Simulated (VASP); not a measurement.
```xyz
1
Lattice="-2.1300 2.1300 2.1300 2.1300 -2.1300 2.1300 2.1300 2.1300 -2.1300" Properties=species:S:1:pos:R:3 pbc="T T T"
Na     0.0000     0.0000     0.0000
```

The numbers are results of revTPSS meta-GGA, VASP's PBE PAW potentials (set 64) (plane waves; VASP), not measurements. Settings: 520 eV cut-off, 11×11×11 Γ-centred mesh, first-order Methfessel-Paxton smearing of 0.10 eV, potentials Na_pv.

Energy and stress use the plane-wave basis of the starting cell.

The ions, cell shape and volume are relaxed. What does this cell relax into?

```xyz
1
Lattice="-2.0970 2.0970 2.0970 2.0970 -2.0970 2.0970 2.0970 2.0970 -2.0970" Properties=species:S:1:pos:R:3 pbc="T T T"
Na     0.0000     0.0000     0.0000
```
Space group Im-3m (229), at a tolerance of 0.03 Å.

How do energy and volume change from the first to the last step?

The energy (σ→0) changes by -1.8 meV/atom and the volume by -4.6 %, in 3 ionic steps.

| step | E(σ→0) (eV) | max force (eV/Å) | pressure (GPa) | volume (Å³) |
|---|---|---|---|---|
| 1 | -2.8436 | 0.000 | -0.33 | 38.65 |
| 2 | -2.8444 | 0.000 | -0.25 | 38.21 |
| 3 | -2.8454 | 0.000 | -0.01 | 36.88 |

The compound is Na in the bcc structure. This run relaxes it. Symmetry was kept, so distortions that lower it aren't found.
